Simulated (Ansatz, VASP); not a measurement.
**One calculation of Ca3Os2, two programs**

Contents of INCAR:

```
PREC     = Accurate       # precision mode
ENCUT    = 600            # plane-wave cutoff, eV
EDIFF    = 1E-7           # SCF threshold, eV
ISMEAR   = 0              # smearing method
SIGMA    = 0.1            # smearing width, eV
LREAL    = F              # projectors in reciprocal space
LASPH    = T              # aspherical terms in the spheres
NELM     = 100            # most SCF steps
ALGO     = Normal         # electronic algorithm
ISIF     = 3              # what is computed and relaxed
LWAVE    = F              # write WAVECAR
LCHARG   = F              # write CHGCAR
GGA      = PE             # functional
IBRION   = 2              # ionic algorithm
NSW      = 100            # ionic steps
EDIFFG   = -0.01          # ionic threshold
```

KPOINTS

```
Automatic mesh
0
Gamma
  12 12 6
```

File POSCAR:

```
Ca3Os2
1.0
    4.8647861936      0.0000000000      0.0000000000
   -2.4323930968      4.2130284277      0.0000000000
    0.0000000000      0.0000000000      6.0015312226
Ca Os
3 2
Direct
    0.0000000000      0.0000000000      0.0000000000
    0.3333333333      0.6666666667      0.3713878362
    0.6666666667      0.3333333333      0.6286121638
    0.3333333333      0.6666666667      0.9264986210
    0.6666666667      0.3333333333      0.0735013790
```

Input for Ansatz:

```yaml
crystal:
  lattice:
    - [4.8647861936, 0.0, 0.0]
    - [-2.4323930968, 4.2130284277, 0.0]
    - [0.0, 0.0, 6.0015312226]
  atoms:
    - { symbol: Ca, position: [0.0, 0.0, 0.0] }
    - { symbol: Ca, position: [0.3333333333, 0.6666666667, 0.3713878362] }
    - { symbol: Ca, position: [0.6666666667, 0.3333333333, 0.6286121638] }
    - { symbol: Os, position: [0.3333333333, 0.6666666667, 0.926498621] }
    - { symbol: Os, position: [0.6666666667, 0.3333333333, 0.073501379] }
basis:
  ecutwfc: 420
kpoints:
  mp_grid: { grid: [12, 12, 6] }
hamiltonian:
  xc: pbe
scf:
  occupations: { method: gaussian, width: 0.1 }
output:
  forces: true
  stress: true
  eigenvalues: true
relax:
  adjacent_minimum: "off"
  f_tol: 0.01
  max_steps: 80
  cell: { stress_tol: 0.05 }
```

Change from the starting cell: species swapped into the Mg3Sb2 type (P-3m1, No. 164).

Alike in both runs: task relaxation of cell and atoms; functional PBE; k mesh 12 × 12 × 6; occupations gaussian, width 0.1 eV; no spin polarisation.

|  | VASP | Ansatz |
| --- | --- | --- |
| version | VASP 6.6.1 | Ansatz 0.2.0 |
| potentials or method | VASP PAW PBE potentials, release 64 (Ca_sv, Os) | scalar-relativistic, plane waves, PAW |
| plane-wave cutoff (eV) | 600 | 420 |
| valence electrons in the cell | 46 | 62 |

|  | VASP | Ansatz | Ansatz less VASP |
| --- | --- | --- | --- |
| gap on the k mesh at the Fermi level, each at its own relaxed structure (eV) | none | none | - |
| relaxed volume (Å³/atom) | 24.69 | 24.63 | -0.056 |
| relaxed cell length with the largest relative difference (Å) | 6.010 | 6.004 | -0.0058 |

A gap of «none» marks a metal or a gap that the smearing closes. The two sets of potentials don't hold the same shells in valence.

Spin-orbit coupling is left out, which matters for the levels of Os.
